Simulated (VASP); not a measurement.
The system is NiMoIrPdW.

```xyz
5
Lattice="2.7661 0.0000 0.0000 -1.3830 2.3955 0.0000 0.0000 0.0000 11.0228" Properties=species:S:1:pos:R:3 pbc="T T T"
Ni    0.0000    1.5970    6.5818
Mo    0.0000    0.0000    4.5275
Pd    1.3831    0.7985    8.7653
Ir    1.3831    0.7985    2.2003
W     0.0000    1.5970   10.9935
```

The cell was built by a generator and needn't be a form met in nature.

Base run:

- Program: VASP 6.6.1
- Functional: PBE
- Potentials or basis: VASP PAW PBE potentials, release 64 (Ni, Mo_sv, Pd, Ir, W_sv)
- Cutoff: 520 eV
- k mesh: 11 × 11 × 3
- Occupations: fermi-dirac, width 0.05 eV
- Spin: collinear spin, ferromagnetic start
- Starting moments: [1.0, 1.0, 0.0, 0.6, 0.0] μB

Its results: band gap on the k mesh none (metal or under the smearing width); pressure 0.4 GPa; net moment 0.00 μB per cell; largest force 0.145 eV/Å.

After a change of settings the same cell gave: band gap on the k mesh none (metal or under the smearing width); pressure -10.8 GPa; net moment 0.00 μB per cell; largest force 0.216 eV/Å. Which change was it?
A. further incar settings from ALGO = Fast; EDIFF = 1e-06 to ALGO = Fast; EDIFF = 1e-08
B. further incar settings from ALGO = Fast; EDIFF = 1e-06 to ALGO = Fast; EDIFF = 1e-06; NBANDS = 52
C. dispersion from none to TS

C.

Dispersion adds attraction, which lowers the pressure at fixed volume.

Caveats: atom-pairwise D2, TS and ULG terms overbind metals (some runs); pairwise dispersion overbinds metals, which lowers pressure and volume (some runs).
